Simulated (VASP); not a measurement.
All values below come from optB88-vdW, VASP's PBE PAW potentials (set 64) (plane waves; VASP 6.6.1).

A VASP calculation is set up with these files.

**POSCAR**
```
FePt
1
    2.7269627012     0.0000000000     0.0000000000
    0.0000000000     2.7269627012     0.0000000000
    0.0000000000     0.0000000000     3.7613177564
Fe Pt
1 1
Direct
  0.0000000000   0.0000000000   1.0000000000
  0.5000000000   0.5000000000   0.5000000000
```

INCAR:
```
# general
SYSTEM    =  FePt
PREC      =  Accurate
ENCUT     =  520
LREAL     =  .FALSE.
LASPH     =  .TRUE.

# electronic loop
EDIFF     =  1E-7
NELM      =  100
ALGO      =  Normal
LMAXMIX   =  6

# smearing
ISMEAR    =  1
SIGMA     =  0.1

# functional
GGA       =  BO
LUSE_VDW  =  .TRUE.
AGGAC     =  0.0
PARAM1    =  0.1833333333
PARAM2    =  0.22

# spin
ISPIN     =  2
MAGMOM    =  2.9 0.3

# ions
IBRION    =  2
NSW       =  30
ISIF      =  4
EDIFFG    =  -0.01

# output
LWAVE     =  .FALSE.
LCHARG    =  .FALSE.
LORBIT    =  10
```

File KPOINTS:
```
Automatic mesh
0
Gamma
13 13 10
0 0 0
```

POTCAR, in this order: Fe Pt (PBE.64 set). Program: vasp_std.

Output of the run:

OUTCAR:
```
 ion  position               nearest neighbor table
   1  0.000  0.000  0.000-   2 2.69   2 2.69   2 2.69   2 2.69   2 2.69   2 2.69   2 2.69   2 2.69
  LATTYP: Found a simple tetragonal cell.
 ALAT       =     2.7269627012
 C/A-ratio  =     1.3793066384
 Subroutine PRICEL returns:
 Original cell was already a primitive cell.
 Subroutine GETGRP returns: Found 16 space group operations
The static configuration has the point symmetry D_4h.
The dynamic configuration has the point symmetry D_4h.
The overall configuration has the point symmetry D_4h.
 Subroutine INISYM returns: Found 16 space group operations
 Subroutine IBZKPT returns following result:
 Found    168 irreducible k-points:

 Following reciprocal coordinates:
            Coordinates               Weight
  0.000000  0.000000  0.000000      1.000000
  0.076923  0.000000  0.000000      4.000000
  0.153846  0.000000  0.000000      4.000000
  0.230769  0.000000  0.000000      4.000000
  0.307692  0.000000  0.000000      4.000000
  0.384615  0.000000  0.000000      4.000000
  0.461538  0.000000  0.000000      4.000000
  0.076923  0.076923  0.000000      4.000000
  0.153846  0.076923  0.000000      8.000000
  0.230769  0.076923  0.000000      8.000000
  0.307692  0.076923  0.000000      8.000000
  0.384615  0.076923  0.000000      8.000000
  0.461538  0.076923  0.000000      8.000000
  0.153846  0.153846  0.000000      4.000000
  0.230769  0.153846  0.000000      8.000000
  0.307692  0.153846  0.000000      8.000000
  0.384615  0.153846  0.000000      8.000000
  0.461538  0.153846  0.000000      8.000000
  0.230769  0.230769  0.000000      4.000000
  0.307692  0.230769  0.000000      8.000000
  0.384615  0.230769  0.000000      8.000000
  0.461538  0.230769  0.000000      8.000000
  0.307692  0.307692  0.000000      4.000000
...
```

File OSZICAR:
```
       N       E                     dE             d eps       ncg     rms          rms(c)
DAV:   1     0.994181951836E+02    0.99418E+02   -0.87177E+03 10280   0.133E+03
DAV:   2    -0.731042866234E+01   -0.10673E+03   -0.95800E+02 10409   0.257E+02
DAV:   3    -0.107390027144E+02   -0.34286E+01   -0.33190E+01 12419   0.556E+01
DAV:   4    -0.107750825972E+02   -0.36080E-01   -0.36067E-01 11762   0.488E+00
DAV:   5    -0.107760233451E+02   -0.94075E-03   -0.94073E-03 13195   0.898E-01    0.155E+01
DAV:   6    -0.116981853423E+02   -0.92216E+00   -0.11810E+01 10827   0.768E+01    0.219E+01
DAV:   7    -0.970508398106E+01    0.19931E+01   -0.82315E+00 12786   0.744E+01    0.835E+00
DAV:   8    -0.965431988773E+01    0.50764E-01   -0.36842E-01 12212   0.946E+00    0.395E+00
DAV:   9    -0.958020066425E+01    0.74119E-01   -0.11945E-01 14545   0.742E+00    0.161E+00
DAV:  10    -0.957317942275E+01    0.70212E-02   -0.27317E-02 15536   0.302E+00    0.563E-01
DAV:  11    -0.957267223477E+01    0.50719E-03   -0.15297E-03 13425   0.598E-01    0.212E-01
DAV:  12    -0.957267103080E+01    0.12040E-05   -0.20108E-04 13386   0.186E-01    0.754E-02
DAV:  13    -0.957267519490E+01   -0.41641E-05   -0.21033E-05 13525   0.888E-02    0.331E-02
DAV:  14    -0.957267584781E+01   -0.65291E-06   -0.33260E-06 13721   0.296E-02    0.139E-02
DAV:  15    -0.957267608765E+01   -0.23984E-06   -0.28351E-06 12708   0.391E-02    0.334E-03
DAV:  16    -0.957267587793E+01    0.20972E-06   -0.32350E-07  9216   0.860E-03    0.198E-03
DAV:  17    -0.957267580126E+01    0.76664E-07   -0.42667E-08  5649   0.287E-03
   1 F= -.95726758E+01 E0= -.95726418E+01  d E =-.957268E+01  mag=     3.2259
       N       E                     dE             d eps       ncg     rms          rms(c)
DAV:   1    -0.957271947721E+01   -0.43599E-04   -0.20279E-03 11333   0.366E-01    0.410E-02
DAV:   2    -0.957271662629E+01    0.28509E-05   -0.12359E-04 13461   0.275E-01    0.641E-02
DAV:   3    -0.957269248364E+01    0.24143E-04   -0.69834E-05 12846   0.227E-01    0.193E-02
DAV:   4    -0.957268819960E+01    0.42840E-05   -0.73375E-06 13183   0.289E-02    0.835E-03
DAV:   5    -0.957268794698E+01    0.25262E-06   -0.62920E-07 13043   0.154E-02    0.301E-03
DAV:   6    -0.957268782106E+01    0.12592E-06   -0.43414E-08  5600   0.230E-03    0.127E-03
DAV:   7    -0.957268784503E+01   -0.23963E-07   -0.11984E-08  5355   0.136E-03
   2 F= -.95726878E+01 E0= -.95726549E+01  d E =-.120438E-04  mag=     3.2247
```

OUTCAR:
```
------------------------ aborting loop because EDIFF is reached ----------------------------------------
  FORCE on cell =-STRESS in cart. coord.  units (eV):
  Direction    XX          YY          ZZ          XY          YZ          ZX
  --------------------------------------------------------------------------------------
  Total       -0.0186884     -0.0186884     -0.0059288      0.0000000     -0.0000000      0.0000000
  in kB       -1.0704969     -1.0704969     -0.3396100      0.0000000     -0.0000000      0.0000000
  external PRESSURE =      -0.8268679 kB  Pullay stress =       0.0000000 kB
  volume of cell :       27.97
      direct lattice vectors                 reciprocal lattice vectors
     2.726241020  0.000000000 -0.000000000     0.366805426  0.000000000  0.000000000
     0.000000000  2.726241020 -0.000000000     0.000000000  0.366805426  0.000000000
    -0.000000000 -0.000000000  3.763309385     0.000000000  0.000000000  0.265723569
 POSITION                                       TOTAL-FORCE (eV/Angst)
 -----------------------------------------------------------------------------------
      0.00000      0.00000      0.00000         0.000000      0.000000      0.000000
      1.36312      1.36312      1.88165        -0.000000     -0.000000      0.000000
 -----------------------------------------------------------------------------------
    total drift:                               -0.000000      0.000000      0.000000
  FREE ENERGIE OF THE ION-ELECTRON SYSTEM (eV)
  ---------------------------------------------------
  free  energy   TOTEN  =        -9.5726878450 eV

  energy  without entropy=       -9.5725890051  energy(sigma->0) =       -9.57265490

 total charge

# of ion       s       p       d       tot
------------------------------------------
    1        0.402   0.430   6.162   6.994
    2        0.709   0.632   8.076   9.417
--------------------------------------------------
tot          1.112   1.062  14.237  16.411

 magnetization (x)

# of ion       s       p       d       tot
------------------------------------------
    1        0.002  -0.005   2.871   2.868
    2       -0.024  -0.062   0.416   0.330
--------------------------------------------------
tot         -0.022  -0.068   3.287   3.198

 reached required accuracy - stopping structural energy minimisation
```
(Selected blocks of OUTCAR.)

File CONTCAR:
```
FePt
   1.00000000000000
     2.7262410204359995    0.0000000000000000   -0.0000000000000000
     0.0000000000000000    2.7262410204359995   -0.0000000000000000
    -0.0000000000000000   -0.0000000000000000    3.7633093851182369
  Fe              Pt
     1     1
Direct
     0.0000000000000000    0.0000000000000000    0.0000000000000000
     0.5000000000000000    0.5000000000000000    0.5000000000000000
```

The compound is FePt in the L1_0 structure. This run relaxes it. Symmetry was kept, so distortions that lower it aren't found.
